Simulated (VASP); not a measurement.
Output of a VASP run:

**OSZICAR**
```
...
DAV:   4    -0.154454474517E+02   -0.93982E-01   -0.74927E-01  3384   0.776E+00    0.398E-01
DAV:   5    -0.154853398327E+02   -0.39892E-01   -0.97588E-02  3632   0.254E+00    0.724E-01
DAV:   6    -0.155301256371E+02   -0.44786E-01   -0.93281E-02  3544   0.174E+00    0.209E-01
DAV:   7    -0.155319882083E+02   -0.18626E-02   -0.45114E-03  3288   0.502E-01    0.169E-01
DAV:   8    -0.155341233618E+02   -0.21352E-02   -0.52697E-03  3512   0.520E-01    0.488E-02
DAV:   9    -0.155341795083E+02   -0.56147E-04   -0.43530E-04  4128   0.137E-01    0.147E-02
DAV:  10    -0.155341827160E+02   -0.32077E-05   -0.22477E-05  3936   0.500E-02    0.903E-03
DAV:  11    -0.155341840452E+02   -0.13292E-05   -0.13246E-05  3752   0.177E-02    0.510E-03
DAV:  12    -0.155341840507E+02   -0.55529E-08   -0.58244E-07  1496   0.808E-03
   2 F= -.16876265E+02 E0= -.16876187E+02  d E =-.241618E-01
       N       E                     dE             d eps       ncg     rms          rms(c)
DAV:   1    -0.164845541712E+02   -0.95037E+00   -0.21513E+01  3664   0.672E+01    0.793E+00
DAV:   2    -0.156397809613E+02    0.84477E+00   -0.44992E+00  4080   0.250E+01    0.229E+00
DAV:   3    -0.155958711833E+02    0.43910E-01   -0.55004E-01  3680   0.523E+00    0.679E-01
DAV:   4    -0.156153251765E+02   -0.19454E-01   -0.10011E-01  3832   0.232E+00    0.317E-01
DAV:   5    -0.156330035450E+02   -0.17678E-01   -0.39759E-02  3464   0.126E+00    0.418E-01
DAV:   6    -0.156360585971E+02   -0.30551E-02   -0.82754E-03  3944   0.838E-01    0.133E-01
DAV:   7    -0.156368922099E+02   -0.83361E-03   -0.17334E-03  3472   0.300E-01    0.342E-02
DAV:   8    -0.156370097827E+02   -0.11757E-03   -0.27346E-04  4072   0.971E-02    0.132E-02
DAV:   9    -0.156370115141E+02   -0.17314E-05   -0.13204E-05  3440   0.321E-02    0.203E-03
DAV:  10    -0.156370102697E+02    0.12444E-05   -0.16973E-06  2320   0.830E-03    0.587E-04
DAV:  11    -0.156370098815E+02    0.38821E-06   -0.23710E-07  1464   0.456E-03
   3 F= -.16909146E+02 E0= -.16909016E+02  d E =-.570426E-01
       N       E                     dE             d eps       ncg     rms          rms(c)
DAV:   1    -0.156357794522E+02    0.12308E-02   -0.15733E-02  3664   0.176E+00    0.215E-01
DAV:   2    -0.156351578020E+02    0.62165E-03   -0.31553E-03  4008   0.668E-01    0.633E-02
DAV:   3    -0.156351232299E+02    0.34572E-04   -0.40497E-04  3728   0.142E-01    0.207E-02
DAV:   4    -0.156351377664E+02   -0.14537E-04   -0.87756E-05  3704   0.692E-02    0.723E-03
DAV:   5    -0.156351484877E+02   -0.10721E-04   -0.22308E-05  3432   0.345E-02    0.112E-02
DAV:   6    -0.156351523778E+02   -0.38902E-05   -0.91324E-06  3392   0.234E-02    0.320E-03
DAV:   7    -0.156351531748E+02   -0.79693E-06   -0.72781E-07  1472   0.776E-03
   4 F= -.16909135E+02 E0= -.16909006E+02  d E =-.570319E-01
       N       E                     dE             d eps       ncg     rms          rms(c)
DAV:   1    -0.156376228601E+02   -0.24705E-02   -0.23437E-02  3320   0.234E+00    0.214E-01
DAV:   2    -0.156370194399E+02    0.60342E-03   -0.27428E-03  3232   0.714E-01    0.830E-02
DAV:   3    -0.156369398083E+02    0.79632E-04   -0.70656E-04  4248   0.232E-01    0.316E-02
DAV:   4    -0.156369495816E+02   -0.97733E-05   -0.87310E-05  3520   0.104E-01    0.110E-02
DAV:   5    -0.156369579871E+02   -0.84056E-05   -0.41394E-05  4248   0.504E-02    0.139E-02
DAV:   6    -0.156369583985E+02   -0.41132E-06   -0.51342E-06  2312   0.254E-02
   5 F= -.16909176E+02 E0= -.16909048E+02  d E =-.412557E-04
```

File OUTCAR:
```
------------------------ aborting loop because EDIFF is reached ----------------------------------------
 Edisp (eV)   -1.27222
  FORCE on cell =-STRESS in cart. coord.  units (eV):
  Direction    XX          YY          ZZ          XY          YZ          ZX
  --------------------------------------------------------------------------------------
  Total      -0.01195    -0.01195     0.01218    -0.00000     0.00000    -0.00000
  in kB      -0.58121    -0.58121     0.59279    -0.00000     0.00000    -0.00000
  external pressure =       -0.19 kB  Pullay stress =        0.00 kB
  volume of cell :       32.93
      direct lattice vectors                 reciprocal lattice vectors
     1.441446995 -2.496659487 -0.000000000     0.346873664 -0.200267599 -0.000000000
     1.441446995  2.496659487  0.000000000     0.346873664  0.200267599 -0.000000000
     0.000000000  0.000000000  4.575158985    -0.000000000 -0.000000000  0.218571639
 POSITION                                       TOTAL-FORCE (eV/Angst)
 -----------------------------------------------------------------------------------
      1.44145      0.83222      1.14379        -0.000000     -0.000000      0.000000
      1.44145     -0.83222      3.43137         0.000000      0.000000     -0.000000
 -----------------------------------------------------------------------------------
    total drift:                                0.000171      0.001053     -0.000018
  FREE ENERGIE OF THE ION-ELECTRON SYSTEM (eV)
  ---------------------------------------------------
  free  energy   TOTEN  =       -16.9091762926 eV

  energy  without entropy=      -16.9087922878  energy(sigma->0) =      -16.90904829

 reached required accuracy - stopping structural energy minimisation
```
(Selected blocks of OUTCAR.)

### POSCAR
```
Ti
1
    1.4750000000    -2.5547750000     0.0000000000
    1.4750000000     2.5547750000     0.0000000000
    0.0000000000     0.0000000000     4.6800000000
Ti
2
Direct
  0.3333330000   0.6666670000   0.2500000000
  0.6666670000   0.3333330000   0.7500000000
```

**Question.** Write an INCAR and KPOINTS that could have produced this output.

**Answer.** This is not unique; one that fits is the input of the run itself, PBE GGA with D3 dispersion (Becke-Johnson damping), plane waves, VASP's PBE PAW potentials (set 64).

**INCAR**
```
# general
SYSTEM  = Ti
PREC    = Accurate
ENCUT   = 520
LREAL   = .FALSE.
LASPH   = .TRUE.

# electronic loop
EDIFF   = 1E-6
NELM    = 100
ALGO    = Normal
LMAXMIX = 4

# smearing
ISMEAR  = 1
SIGMA   = 0.1

# functional
GGA     = PE
IVDW    = 12

# ions
IBRION  = 2
NSW     = 60
ISIF    = 3
EDIFFG  = -0.01

# output
LWAVE   = .FALSE.
LCHARG  = .FALSE.
```

File KPOINTS:
```
Automatic mesh
0
Gamma
 13 13 7
```

POTCAR, in this order: Ti_sv (PBE.64 set). Program: vasp_std.

Energy and stress use the plane-wave basis of the starting cell.

The compound is Ti in the hcp structure. This run relaxes it. Symmetry was kept, so distortions that lower it aren't found.
